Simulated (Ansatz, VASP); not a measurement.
# B2O in VASP and in Ansatz

INCAR

```
SYSTEM = B2O
PREC = Accurate ; ENCUT = 520
EDIFF = 1E-7 ; ISMEAR = 0
SIGMA = 0.1 ; LREAL = .False.
LASPH = .True. ; NELM = 100
ALGO = Fast ; ISIF = 2
LWAVE = .False. ; LCHARG = .False.
NBANDS = 21
```

Contents of KPOINTS:

```
regular mesh
0
Gamma
  15 15 6
  0 0 0
```

File POSCAR:

```
B2O
1.0
    2.8790012395      0.0000000000      0.0000000000
   -1.4395006198      2.4932882109      0.0000000000
    0.0000000000      0.0000000000      7.0520000000
B O
4 2
Direct
    0.0000000000      0.0000000000      0.3800000000
    0.0000000000      0.0000000000      0.6200000000
    0.6666666667      0.3333333333      0.0230000000
    0.3333333333      0.6666666667      0.9770000000
    0.6666666667      0.3333333333      0.3060000000
    0.3333333333      0.6666666667      0.6940000000
```

Input for Ansatz:

```yaml
crystal:
  lattice:
    - [2.8790012395, 0.0, 0.0]
    - [-1.4395006198, 2.4932882109, 0.0]
    - [0.0, 0.0, 7.052]
  atoms:
    - { symbol: B, position: [0.0, 0.0, 0.38] }
    - { symbol: B, position: [0.0, 0.0, 0.62] }
    - { symbol: B, position: [0.6666666667, 0.3333333333, 0.023] }
    - { symbol: B, position: [0.3333333333, 0.6666666667, 0.977] }
    - { symbol: O, position: [0.6666666667, 0.3333333333, 0.306] }
    - { symbol: O, position: [0.3333333333, 0.6666666667, 0.694] }
basis:
  ecutwfc: 420
kpoints:
  mp_grid: { grid: [15, 15, 6] }
hamiltonian:
  xc: lda
scf:
  occupations: { method: gaussian, width: 0.1 }
output:
  forces: true
  stress: true
  eigenvalues: true
```

Alike in both runs: task single point; functional LDA; k mesh 15 × 15 × 6; occupations gaussian, width 0.1 eV; no spin polarisation.

|  | VASP | Ansatz |
| --- | --- | --- |
| version | VASP 6.6.1 | Ansatz 0.2.0 |
| potentials or method | VASP PAW LDA potentials, release 64 (B, O) | scalar-relativistic, plane waves, PAW |
| plane-wave cutoff (eV) | 520 | 420 |
| valence electrons in the cell | 24 | 24 |

VASP gave:

| Quantity | Value |
| --- | --- |
| gap on the k mesh at the Fermi level (eV) | none |
| pressure (GPa) | -27.6 |
| largest component of the traceless stress (GPa) | 18.98 |
| rms of the force components (eV/Å) | 0.049 |

Q: Estimate Ansatz's values.

A: gap on the k mesh at the Fermi level (eV): none; pressure (GPa): -27.8; largest component of the traceless stress (GPa): 19.29; rms of the force components (eV/Å): 0.044.

Atom by atom the forces differ by 0.009 eV/Å (rms over components). A gap of «none» marks a metal or a gap that the smearing closes.

Caveats: so large a pressure means that the cell lies far from this level's equilibrium, or that cutoff or potentials fall short (VASP).
